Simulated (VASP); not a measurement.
# Pd (Palladium) with PBE: from relaxation to properties, part 2 of 3

What structure and properties does PBE give Pd (Palladium), and how near are they to the measured ones? Left out of this account: 1 further run (phonons: it ended without a result to show). The start is a cell from a database of measured crystal structures.

VASP 6.6.1; PBE; plane waves and PAW (Pd).

So far. Step 2 (Relaxing cell and atoms (PBE)): It ends with forces that vanish by symmetry and a pressure of -0.04 GPa. The volume lies +3.3 % from that of the database's start. Step 3 (Second relaxation): It ends with forces that vanish by symmetry and a pressure of 0.07 GPa. The volume moved by under 0.01 %: the run met its threshold at the first step. The relaxed cell has a = 3.935 Å (conventional setting).

### Step 4. Density, ELF and potential (PBE)

A single point on the relaxed cell gives a clean self-consistent state, with density, ELF and potential written out.

The input, INCAR:

```
SYSTEM = Pd
PREC = Accurate
ENCUT = 400
EDIFF = 1E-06
NELM = 100
ISMEAR = 1
SIGMA = 0.2
LREAL = .FALSE.
ALGO = Normal
GGA = PE
NBANDS = 11
LORBIT = 11
LWAVE = .FALSE.
LCHARG = .TRUE.
ISIF = 2
LELF = .TRUE.
LVHAR = .TRUE.
```

The input, POSCAR:

```
Pd
1.0
    0.0000000000      1.9674975267      1.9674975267
    1.9674975267      0.0000000000      1.9674975267
    1.9674975267      1.9674975267      0.0000000000
Pd
1
Direct
    0.0000000000      0.0000000000      0.0000000000
```

The input, KPOINTS:

```
Automatic mesh
0
Gamma
12 12 12
0 0 0
```

Potentials, in the order of the species: Pd (PBE family, release 64).

Run with:

```
$ mpirun -np 2 vasp_std
```

Log:

```text
[banner, memory and clock lines left out]
running    2 mpi-ranks, on    1 nodes
 distrk:  each k-point on    2 cores,    1 groups
 distr:  one band on    1 cores,    2 groups

 POSCAR found type information on POSCAR Pd
 POSCAR found :  1 types and       1 ions
 LDA part: xc-table for (Slater+PW92), standard interpolation
|                                                                             |
|           W    W    AA    RRRRR   N    N  II  N    N   GGGG   !!!           |
|           W    W   A  A   R    R  NN   N  II  NN   N  G    G  !!!           |
|           W    W  A    A  R    R  N N  N  II  N N  N  G       !!!           |
|           W WW W  AAAAAA  RRRRR   N  N N  II  N  N N  G  GGG   !            |
|           WW  WW  A    A  R   R   N   NN  II  N   NN  G    G                |
|           W    W  A    A  R    R  N    N  II  N    N   GGGG   !!!           |
|                                                                             |
|     The number of bands has been changed from the values supplied in        |
|     The orbitals not found in the WAVECAR file will be initialized with     |
|     random numbers, which is usually adequate. For correlated               |
|     calculations, however, you should redo the groundstate calculation.     |
|     I found NBANDS = 11. Now, NBANDS = 12.                                  |
|                                                                             |

 POSCAR, INCAR and KPOINTS ok, starting setup
 FFT: planning ... GRIDC
 FFT: planning ... GRID_SOFT
 FFT: planning ... GRID
 WAVECAR not read
 entering main loop
       N       E                     dE             d eps       ncg     rms          rms(c)
DAV:   1     0.365262608777E+02    0.36526E+02   -0.43272E+03  1752   0.624E+02
DAV:   2    -0.501870802502E+01   -0.41545E+02   -0.40327E+02  2044   0.156E+02
DAV:   3    -0.549791397278E+01   -0.47921E+00   -0.47750E+00  2176   0.176E+01
DAV:   4    -0.549969719103E+01   -0.17832E-02   -0.17830E-02  2228   0.114E+00
DAV:   5    -0.549971430959E+01   -0.17119E-04   -0.17118E-04  2328   0.103E-01    0.705E+00
DAV:   6    -0.523144696068E+01    0.26827E+00   -0.10727E+00  2212   0.780E+00    0.340E+00
DAV:   7    -0.522399405606E+01    0.74529E-02   -0.33380E-02  2152   0.100E+00    0.182E+00
DAV:   8    -0.522082074532E+01    0.31733E-02   -0.24012E-03  2124   0.423E-01    0.162E-01
DAV:   9    -0.522068967424E+01    0.13107E-03   -0.67545E-04  2232   0.200E-01    0.299E-02
DAV:  10    -0.522069479645E+01   -0.51222E-05   -0.15011E-05  2184   0.302E-02    0.105E-02
DAV:  11    -0.522069387067E+01    0.92578E-06   -0.16433E-07  1504   0.399E-03
   1 F= -.52206939E+01 E0= -.52191168E+01  d E =-.473117E-02
```

It took 2.6 s on 2 MPI ranks of Intel Xeon 6975P-C (Granite Rapids), shared host; peak memory 0.2 GiB.

OUTCAR, selected parts (step 4):

```text
The static configuration has the point symmetry O_h .

 Found     72 irreducible k-points:

   k-points           NKPTS =     72   k-points in BZ     NKDIM =     72   number of bands    NBANDS=     12

   NELECT =      10.0000    total number of electrons

 E-fermi :   9.2091

 k-point     1 :       0.0000    0.0000    0.0000
  band No.  band energies     occupation
    ...
      2       6.5400      2.00000
      3       6.5400      2.00000
      4       6.5400      2.00000
      5       8.0723      2.00000
      6       8.0723      2.00000
      7      26.4219      0.00000
      8      31.0172      0.00000
      9      31.0172      0.00000
     10      31.0172      0.00000
     11      35.5361      0.00000
    ...

 k-point     2 :       0.0833    0.0000    0.0000
  band No.  band energies     occupation
    ...
      2       6.4595      2.00000
      3       6.6209      2.00000
      4       6.6209      2.00000
      5       8.0363      2.00000
      6       8.0363      2.00000
      7      26.6464      0.00000
      8      29.5253      0.00000
      9      31.2799      0.00000
     10      31.2799      0.00000
     11      35.6509      0.00000
    ...

  Total        0.0071349      0.0071349      0.0071349     -0.0000000      0.0000000     -0.0000000
  in kB        0.7504525      0.7504525      0.7504525     -0.0000000      0.0000000     -0.0000000
  external PRESSURE =       0.7504525 kB  Pullay stress =       0.0000000 kB

 POSITION                                       TOTAL-FORCE (eV/Angst)
 -----------------------------------------------------------------------------------
      0.00000      0.00000      0.00000         0.000000      0.000000      0.000000
 -----------------------------------------------------------------------------------
    total drift:                               -0.000000      0.000000      0.000000

  FREE ENERGIE OF THE ION-ELECTRON SYSTEM (eV)
  ---------------------------------------------------
  free  energy   TOTEN  =        -5.2206938707 eV

  energy  without entropy=       -5.2159627012  energy(sigma->0) =       -5.21911681

[... 8 parts as in an earlier step ...]

[... 5 further parts left out ...]
```

Numbers from this step:

```
SCF cycles : 11
bands      : 12
pressure   : 0.07505 GPa
```

Valence electrons inside each PAW sphere by angular momentum. Sphere charges, by row:

| atom | s (e) | p (e) | d (e) | tot (e) |
| --- | --- | --- | --- | --- |
| Pd1 | 0.477 | 0.445 | 8.452 | 9.374 |

Electrostatic potential energy in the ac plane of the conventional cell at fractional y = 0.000, with atoms of Pd within 0.2 Å of it. With pseudopotentials it is smooth inside the atoms' cores, unlike the true potential.

Values in eV, 14 rows by 14 columns, each cell a mean:
```
-68 -62 -44 -16   0   3   4   4   4   2  -4 -28 -53 -66
-56 -48 -30  -8   1   2   3   3   3   2  -1 -17 -38 -53
-32 -24 -12  -1   1   1   0  -1   0   1   0  -5 -17 -28
 -6  -3   0   0  -1  -8 -16 -19 -13  -5   0   0  -1  -4
  2   2   2   0 -12 -30 -44 -48 -39 -23  -5   1   2   2
  4   3   2  -3 -24 -48 -62 -65 -58 -39 -13   0   3   4
  4   4   2  -6 -32 -56 -68 -70 -65 -48 -19  -1   3   4
  4   4   2  -4 -28 -53 -66 -68 -62 -44 -16   0   3   4
  3   3   2  -1 -17 -38 -53 -56 -48 -30  -8   1   2   3
 -1   0   1   0  -5 -17 -28 -32 -24 -12  -1   1   1   0
-19 -13  -5   0   0  -1  -4  -6  -3   0   0  -1  -8 -16
-48 -39 -23  -5   1   2   2   2   2   2   0 -12 -30 -44
-65 -58 -39 -13   0   3   4   4   3   2  -3 -24 -48 -62
-70 -65 -48 -19  -1   3   4   4   4   2  -6 -32 -56 -68
```
Columns run along a (3.9 Å; values clipped at the 3rd and 97th percentile), rows up along c (3.9 Å), edges of the conventional cell, whose origin can differ from the input's. Atoms in or near the plane, at fractional coordinates: Pd at (0.00, 0.00), Pd at (0.50, 0.50).

Valence density in the ac plane of the conventional cell at fractional y = 0.000, with atoms of Pd within 0.2 Å of it. It is the smooth field of the valence electrons, not physical close to the nuclei.

Ten even steps from '0' (0.1 e/Å³) to '9' (5.8 e/Å³), each cell a mean:
```
86310000000147
53100000000124
21000000000011
00000011000000
00000133210000
00001367520000
00002589731000
00001478631000
00001245310000
00000112100000
10000000000001
32100000000013
75200000000136
97310000000258
```
Columns run along a (3.9 Å), rows up along c (3.9 Å), edges of the conventional cell, whose origin can differ from the input's. Atoms in or near the plane, at fractional coordinates: Pd at (0.00, 0.00), Pd at (0.50, 0.50).

ELF in the ac plane of the conventional cell at fractional y = 0.000, with atoms of Pd within 0.2 Å of it. It is the smooth field of the valence electrons, not physical close to the nuclei.

Ten even steps from '0' (0.00) to '9' (0.27), each cell a mean:
```
00597655569830
24897666678963
89987777778898
98778999988889
66779854688776
56689400169765
55698200049765
55698300059765
66789632489766
77788988998777
99888899877899
46887766677985
01697655668940
00497655569820
```
Columns run along a (3.9 Å), rows up along c (3.9 Å), edges of the conventional cell, whose origin can differ from the input's. Atoms in or near the plane, at fractional coordinates: Pd at (0.00, 0.00), Pd at (0.50, 0.50).

In this run the pressure is 0.08 GPa, small enough to go on.

### Step 5. Bands along the symmetry lines (PBE)

Levels along the symmetry lines show where the bands peak and cross; KPOINTS_OPT computes them in the converged potential.

The input, INCAR:

```
SYSTEM = Pd
PREC = Accurate
ENCUT = 400
EDIFF = 1E-06
NELM = 100
ISMEAR = 1
SIGMA = 0.2
LREAL = .FALSE.
ALGO = Normal
GGA = PE
NBANDS = 16
LORBIT = 11
LWAVE = .FALSE.
LCHARG = .FALSE.
KPAR = 2
```

POSCAR is that of step 4.

KPOINTS is that of step 4.

The input, KPOINTS_OPT:

```
Line mode
16
Line-mode
Reciprocal
  0.00000000   0.00000000   0.00000000 GAMMA
  0.50000000   0.00000000   0.50000000 X

  0.50000000   0.00000000   0.50000000 X
  0.50000000   0.25000000   0.75000000 W

  0.50000000   0.25000000   0.75000000 W
  0.37500000   0.37500000   0.75000000 K

  0.37500000   0.37500000   0.75000000 K
  0.00000000   0.00000000   0.00000000 GAMMA

  0.00000000   0.00000000   0.00000000 GAMMA
  0.50000000   0.50000000   0.50000000 L

  0.50000000   0.50000000   0.50000000 L
  0.62500000   0.25000000   0.62500000 U

  0.62500000   0.25000000   0.62500000 U
  0.50000000   0.25000000   0.75000000 W

  0.50000000   0.25000000   0.75000000 W
  0.50000000   0.50000000   0.50000000 L

  0.50000000   0.50000000   0.50000000 L
  0.37500000   0.37500000   0.75000000 K

  0.62500000   0.25000000   0.62500000 U
  0.50000000   0.00000000   0.50000000 X
```

Run with:

```
$ mpirun -np 2 vasp_std
```

Log:

```text
[... set-up lines as in an earlier step ...]
 entering main loop
       N       E                     dE             d eps       ncg     rms          rms(c)
DAV:   1     0.396432672220E+02    0.39643E+02   -0.39669E+03  2368   0.470E+02
DAV:   2    -0.481067244562E+01   -0.44454E+02   -0.42318E+02  3032   0.135E+02
DAV:   3    -0.549798175054E+01   -0.68731E+00   -0.68617E+00  2904   0.166E+01
DAV:   4    -0.549970547170E+01   -0.17237E-02   -0.17235E-02  2912   0.889E-01
DAV:   5    -0.549971438211E+01   -0.89104E-05   -0.89098E-05  2880   0.561E-02    0.705E+00
DAV:   6    -0.523319613716E+01    0.26652E+00   -0.98388E-01  3328   0.585E+00    0.340E+00
DAV:   7    -0.522396988699E+01    0.92263E-02   -0.11276E-02  3080   0.612E-01    0.183E+00
DAV:   8    -0.522072444609E+01    0.32454E-02   -0.99431E-04  3344   0.205E-01    0.126E-01
DAV:   9    -0.522068940681E+01    0.35039E-04   -0.11080E-04  2712   0.656E-02    0.262E-02
DAV:  10    -0.522069482797E+01   -0.54212E-05   -0.63370E-06  3200   0.168E-02    0.963E-03
DAV:  11    -0.522069389383E+01    0.93414E-06   -0.23863E-07  2232   0.347E-03
   1 F= -.52206939E+01 E0= -.52191168E+01  d E =-.473130E-02
 Start KPOINTS_OPT (optional k-point list driver)
k-point batch [1-72\160]
       N       E                     dE             ncg
DAV:   1     0.818346182759E+04   -0.14921E+05     2312
DAV:   2     0.488919065259E+04   -0.32943E+04     3096
DAV:   3     0.484180852574E+04   -0.47382E+02     2968
DAV:   4     0.484169999906E+04   -0.10853E+00     2872
DAV:   5     0.484169950863E+04   -0.49043E-03     3016
DAV:   6     0.484169950524E+04   -0.33854E-05     2720
DAV:   7     0.484169950521E+04   -0.29971E-07     2528
[...]
k-point batch [145-160\160]
       N       E                     dE             ncg
DAV:   1     0.268102416421E+05   -0.57134E+04      520
DAV:   2     0.260714737917E+05   -0.73877E+03      720
DAV:   3     0.260604347343E+05   -0.11039E+02      632
DAV:   4     0.260604196340E+05   -0.15100E-01      688
DAV:   5     0.260604195823E+05   -0.51705E-04      616
DAV:   6     0.260604195820E+05   -0.27517E-06      640
```

The job ended after 5.8 s (2 MPI ranks; peak memory 0.23 GiB; 11 s of CPU time).

OUTCAR, selected parts (step 5):

```text
   k-points           NKPTS =     72   k-points in BZ     NKDIM =     72   number of bands    NBANDS=     16

   NELECT =      10.0000    total number of electrons

 E-fermi :   9.2091

 k-point     1 :       0.0000    0.0000    0.0000
  band No.  band energies     occupation
    ...
      2       6.5400      2.00000
      3       6.5400      2.00000
      4       6.5400      2.00000
      5       8.0723      2.00000
      6       8.0723      2.00000
      7      26.4219      0.00000
      8      31.0172      0.00000
      9      31.0172      0.00000
     10      31.0172      0.00000
     11      35.5362      0.00000
    ...

  Total        0.0063073      0.0063073      0.0063073     -0.0000000      0.0000000     -0.0000000
  in kB        0.6634089      0.6634089      0.6634089     -0.0000000      0.0000000     -0.0000000
  external PRESSURE =       0.6634089 kB  Pullay stress =       0.0000000 kB

 POSITION                                       TOTAL-FORCE (eV/Angst)
 -----------------------------------------------------------------------------------
      0.00000      0.00000      0.00000         0.000000     -0.000000     -0.000000
 -----------------------------------------------------------------------------------
    total drift:                                0.000000     -0.000000     -0.000000

  FREE ENERGIE OF THE ION-ELECTRON SYSTEM (eV)
  ---------------------------------------------------
  free  energy   TOTEN  =        -5.2206938938 eV

  energy  without entropy=       -5.2159625963  energy(sigma->0) =       -5.21911679

[... 9 parts as in an earlier step ...]

[... 7 further parts left out ...]
```

Spin-orbit coupling is off here; it would split degenerate levels.

This step gave:

| Quantity | Value |
| --- | --- |
| bands | 16 |
| pressure | 0.06634 GPa |

The electronic bands at the labelled points (eV, zero at the Fermi level; # counts the bands kept):

```csv
point,#2,#3,#4,#5,#6
Γ,-2.67,-2.67,-2.67,-1.14,-1.14
0.53 of the way,-3.95,-1.52,-1.30,-1.30,-0.55
X,-4.82,-0.03,0.29,0.29,3.39
0.53 of the way,-4.35,-1.43,-0.60,0.29,5.69
W,-3.18,-3.18,-1.22,0.30,8.76
0.47 of the way,-3.77,-2.39,-1.06,0.14,7.52
K,-3.91,-1.84,-0.87,-0.13,7.00
0.53 of the way,-3.30,-2.43,-1.86,-1.73,0.03
Γ,-2.67,-2.67,-2.67,-1.14,-1.14
0.53 of the way,-2.55,-2.41,-2.41,-0.92,-0.92
L,-2.71,-2.71,0.00,0.00,1.13
0.47 of the way,-3.16,-2.14,-1.88,-0.10,3.93
U,-3.91,-1.84,-0.87,-0.13,7.00
0.53 of the way,-3.77,-2.39,-1.06,0.14,7.52
W,-3.18,-3.18,-1.22,0.30,8.76
0.47 of the way,-3.48,-2.40,-1.74,-0.13,5.11
L,-2.71,-2.71,0.00,0.00,1.13
0.53 of the way,-3.25,-2.09,-1.98,-0.13,4.44
K,-3.91,-1.84,-0.87,-0.13,7.00
jump to U,-3.91,-1.84,-0.87,-0.13,7.00
0.47 of the way,-4.56,-0.67,-0.32,0.17,4.78
X,-4.82,-0.03,0.29,0.29,3.39
```

The electronic bands as a text plot (rows in eV, shown from -6.9 to 8.0 only):

```
    7.7 |            * *                         * *
    7.1 |               *                     ***            *
    6.5 |           *    *                          *
    5.8 |                                                   * *
    5.2 |                 *                  *
    4.6 |          *                                 *     *   *
    4.0 |         *                         *
    3.4 |        *         *                          *         *
    2.7 |       *                          *              *
    2.1 |                   *                          * *
    1.5 |                                 *
    0.9 |      *             *           *              *
    0.3 |       ********                 ***    ****   ***    ***
   -0.4 |    **** **    ***   *        ** * ****    ***   ******
   -1.0 |**** *    ******* **  ********    *  ******   * *   *
   -1.6 | ****            *******      *    ** *    * *   * * *
   -2.2 | **        *  ***    ***   ****   **** *    **   ****
   -2.8 |***         **   **** ******** ****     * ** *****
   -3.4 |   *        **  ******             ***  *****     **
   -4.1 |    **     *******  *               ******* *     ****
   -4.7 |    ********   *              **  **  *      ** **  ****
   -5.3 |   *    **           **      *  **             *       *
   -5.9 |  *                         *
   -6.5 |**                     *****
         Γ       X    W  K        Γ      L     U  W     L   K|U X
```

There is no gap at this level.

[end of part 2 of 3]

[Lines on the potential files, build, host, timing and source positions are cut from VASP's logs without a mark.]

[Logs are printed without paths, hosts, clocks, repeated set-up lines and the standing remarks that a program may print on its own settings, such as how far it seeks lower states.]

[Hosts, paths, dates, database ids (printed as entryN), source tags and the programs' standing remarks are cut or masked in the printed files.]

[A measured line is paired with the nearest computed mode of its activity, which favours agreement.]
